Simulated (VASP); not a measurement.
Input for VASP

File KPOINTS:
```
Automatic mesh
0
Gamma
10 10 10
0 0 0
```

POSCAR:
```
Y
1
   -2.0222360000     2.0222360000     2.0222360000
    2.0222360000    -2.0222360000     2.0222360000
    2.0222360000     2.0222360000    -2.0222360000
Y
1
Direct
  0.0000000000   0.0000000000   0.0000000000
```

INCAR:
```
SYSTEM = Y
PREC = Accurate
ENCUT = 400
EDIFF = 1E-6
NELM = 3
ALGO = Normal
LREAL = .FALSE.
LASPH = .TRUE.
ISMEAR = 1
SIGMA = 0.1
GGA = PE
LMAXMIX = 4
LWAVE = .FALSE.
LCHARG = .FALSE.
ISIF = 2
```

POTCAR, in this order: Y_sv (PBE.64 set). Program: vasp_std.

The resulting files:

standard output:
```
 POSCAR found type information on POSCAR Y
 POSCAR found :  1 types and       1 ions
 Reading from existing POTCAR
 Reading from existing POTCAR
 LDA part: xc-table for (Slater+PW92), standard interpolation
 POSCAR, INCAR and KPOINTS ok, starting setup
 WAVECAR not read
 entering main loop
       N       E                     dE             d eps       ncg     rms          rms(c)
DAV:   1     0.154834940803E+02    0.15483E+02   -0.50409E+03   862   0.895E+02
DAV:   2    -0.575432012612E+01   -0.21238E+02   -0.20921E+02  1030   0.145E+02
DAV:   3    -0.651583468729E+01   -0.76151E+00   -0.74393E+00  1272   0.199E+01

 -----------------------------------------------------------------------------
|                                                                             |
|           W    W    AA    RRRRR   N    N  II  N    N   GGGG   !!!           |
|           W    W   A  A   R    R  NN   N  II  NN   N  G    G  !!!           |
|           W    W  A    A  R    R  N N  N  II  N N  N  G       !!!           |
|           W WW W  AAAAAA  RRRRR   N  N N  II  N  N N  G  GGG   !            |
|           WW  WW  A    A  R   R   N   NN  II  N   NN  G    G                |
|           W    W  A    A  R    R  N    N  II  N    N   GGGG   !!!           |
|                                                                             |
|     The electronic self-consistency was not achieved in the given           |
|     number of steps (NELM). The forces and other quantities evaluated       |
|     might not be reliable so examine the results carefully. If you find     |
|     spurious results, we suggest increasing NELM, if you were close to      |
|     convergence or switching to a different ALGO or adjusting the           |
|     density mixing parameters otherwise.                                    |
|                                                                             |
 -----------------------------------------------------------------------------

   1 F= -.65158347E+01 E0= -.65162773E+01  d E =0.132781E-02
```

File OUTCAR:
```
------------------------ aborting loop EDIFF was not reached (unconverged)  ----------------------------
  FORCE on cell =-STRESS in cart. coord.  units (eV):
  Direction    XX          YY          ZZ          XY          YZ          ZX
  --------------------------------------------------------------------------------------
  Total       -7.6812152     -7.6812152     -7.6812152     -0.0000000     -0.0000000     -0.0000000
  in kB     -372.0360386   -372.0360386   -372.0360386     -0.0000000     -0.0000000     -0.0000000
  external PRESSURE =    -372.0360386 kB  Pullay stress =       0.0000000 kB
  volume of cell :       33.08
      direct lattice vectors                 reciprocal lattice vectors
    -2.022236000  2.022236000  2.022236000     0.000000000  0.247251063  0.247251063
     2.022236000 -2.022236000  2.022236000     0.247251063  0.000000000  0.247251063
     2.022236000  2.022236000 -2.022236000     0.247251063  0.247251063  0.000000000
 POSITION                                       TOTAL-FORCE (eV/Angst)
 -----------------------------------------------------------------------------------
      0.00000      0.00000      0.00000         0.000000     -0.000000      0.000000
 -----------------------------------------------------------------------------------
    total drift:                                0.000000     -0.000000     -0.000000
  FREE ENERGIE OF THE ION-ELECTRON SYSTEM (eV)
  ---------------------------------------------------
  free  energy   TOTEN  =        -6.5158346873 eV

  energy  without entropy=       -6.5171624945  energy(sigma->0) =       -6.51627729
```
(Selected blocks of OUTCAR.)

Task: Read the log: what went wrong, and how is it fixed?

Result: The cause: NELM is too small, so the electronic loop ends before EDIFF is met. Convergence was not reached. Against the sound run, the energy per atom (σ→0) falls by 0.210 eV/atom; the pressure decreases by 37.03 GPa. To mend it, set NELM = 100.

The mended run (PBE GGA, plane waves, VASP's PBE PAW potentials (set 64)) converges, and its OSZICAR ends with
```
   1 F= -.63060034E+01 E0= -.63058614E+01  d E =-.426167E-03
```

The structure was generated: Y was put into the bcc type (Im-3m), which need not be its known phase. The cell was not relaxed at this level.
